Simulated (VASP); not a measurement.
**Ge3P2: relaxation of cell and atoms with PBE**

Crystal: Ge3P2.

```xyz
5
Lattice="4.3279 0.0000 0.0000 -2.1639 3.7481 0.0000 0.0000 0.0000 6.5758" Properties=species:S:1:pos:R:3 pbc="T T T"
Ge    0.0000    2.4987    3.2879
Ge    2.1639    1.2494    3.2879
Ge    0.0000    0.0000    3.2879
P     0.0000    0.0000    1.0158
P     0.0000    0.0000    5.5601
```

The cell was built by a generator and needn't be a form met in nature.

| Property | Result |
| --- | --- |
| Program | VASP 6.6.1 |
| Task | relaxation of cell and atoms |
| Functional | PBE |
| Potentials or basis | VASP PAW PBE potentials, release 64 (Ge_d, P) |
| Cutoff | 600 eV |
| k mesh | 7 × 7 × 4 |
| Occupations | gaussian, width 0.05 eV |
| Spin | no spin polarisation |
| Further INCAR settings | ALGO = Normal; EDIFF = 1e-07; IBRION = 2; EDIFFG = -0.02; NSW = 60; ISIF = 3 |

| Property | Result |
| --- | --- |
| Relaxed volume | 29.89 Å³/atom |
| Relaxed cell | a = 4.906 Å, b = 4.906 Å, c = 7.169 Å, α = 90.00°, β = 90.00°, γ = 120.00° |
| Space group after relaxing (to 0.05 Å) | P6/mmm (No. 191) |
| Energy gained by relaxing | 458.3 meV/atom |
| Ionic steps | 13 |
| Pressure after relaxing | 0.0 GPa |
| Largest force after relaxing | 0.008 eV/Å |
| Band gap on the k mesh | none (metal or under the smearing width) |

Forces in eV/Å, atoms in the order of the input:
```
Ge   0.000  0.000  0.000
Ge   0.000  0.000  0.000
Ge   0.000  0.000  0.000
P    0.000  0.000 -0.008
P    0.000  0.000  0.008
```

The path:
```tsv
step	energy change (eV)	largest force (eV/Å)	pressure (GPa)	volume (Å³)
1	0.0000	2.3534	19.35	106.67
2	-2.2265	0.7040	-0.01	151.24
3	-2.2496	0.3117	1.04	145.10
4	-2.2501	0.3674	0.87	145.95
5	-2.2287	1.5017	-1.39	150.44
6	-2.2725	0.5074	-0.16	147.77
7	-2.2888	0.1635	0.02	148.28
8	-2.2910	0.0110	0.15	148.54
9	-2.2911	0.0095	0.17	148.57
10	-2.2914	0.0566	0.00	149.26
11	-2.2914	0.0557	0.01	149.25
12	-2.2914	0.0603	0.03	149.71
13	-2.2915	0.0077	-0.03	149.44
```

Final structure:
```cif
data_structure
_symmetry_space_group_name_H-M 'P 1'
_symmetry_Int_Tables_number 1
_cell_length_a 4.9062
_cell_length_b 4.9062
_cell_length_c 7.1688
_cell_angle_alpha 90.000
_cell_angle_beta 90.000
_cell_angle_gamma 120.000
_cell_volume 149.44
loop_
_atom_site_label
_atom_site_type_symbol
_atom_site_fract_x
_atom_site_fract_y
_atom_site_fract_z
_atom_site_occupancy
Ge1 Ge 0.33333 0.66667 0.50000 1
Ge2 Ge 0.66667 0.33333 0.50000 1
Ge3 Ge 0.00000 0.00000 0.50000 1
P1 P 0.00000 0.00000 0.13560 1
P2 P 0.00000 0.00000 0.86440 1
```

Levels at points of the mesh, in eV from the Fermi level:
```
           k point  band 24  band 25  band 26  band 27  band 28  band 29
(0.00, 0.00, 0.00)    -1.92    -1.65    -1.36    -1.31    -1.31     0.86
(0.00, 0.00, 0.50)    -2.24    -2.24    -1.92    -1.92    -0.39     1.79
```

It took 12 min on 1 thread of Intel(R) Xeon(R) Platinum 8488C (Sapphire Rapids), with other jobs on the host, peak memory 0.29 GiB.

Caveat: the volume moved by over 15 % at a fixed basis, so the end points are rough.
